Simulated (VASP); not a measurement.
Data:

```
CELL_PARAMETERS angstrom
      5.68631     0.00000     0.00000
      0.00000     3.30181     0.00000
      0.00000     0.00000     6.47300
ATOMIC_POSITIONS crystal
  Ge 0.80826 0.75000 0.43643
  Ge 0.19174 0.25000 0.56357
  Ge 0.69174 0.25000 0.93643
  Ge 0.30826 0.75000 0.06357
  Rh 0.99544 0.75000 0.79662
  Rh 0.00456 0.25000 0.20338
  Rh 0.50456 0.25000 0.29662
  Rh 0.49544 0.75000 0.70338
```

Computed with PBEsol GGA, VASP's PBE PAW potentials (set 64) (plane waves; VASP). Settings: 300 eV cut-off, 3×6×3 Γ-centred mesh, Gaussian smearing of 0.10 eV, potentials Ge_d Rh_pv.

At this cut-off the stress carries a Pulay error, which pulls relaxed volumes low.

Predict the energy per atom (σ→0), pressure, largest force, band gap (on the k-mesh) with the smallest direct gap where there is one.

| Quantity | Value |
|---|---|
| band gap (on the k-mesh) | none (metal, semimetal or under 0.01 eV) |
| energy per atom (σ→0) | -7115 meV/atom |
| pressure | -5.23 GPa |
| largest force | 0.073 eV/Å |

Only differences to runs with the same potentials and settings are physical.

The structure comes from a computed database's GeRh entry; how it stands against other phases isn't given here. The cell was not relaxed at this level. The k-mesh is coarse (spacing up to 0.37 per Å, 2π included), so the numbers may not be converged in it.
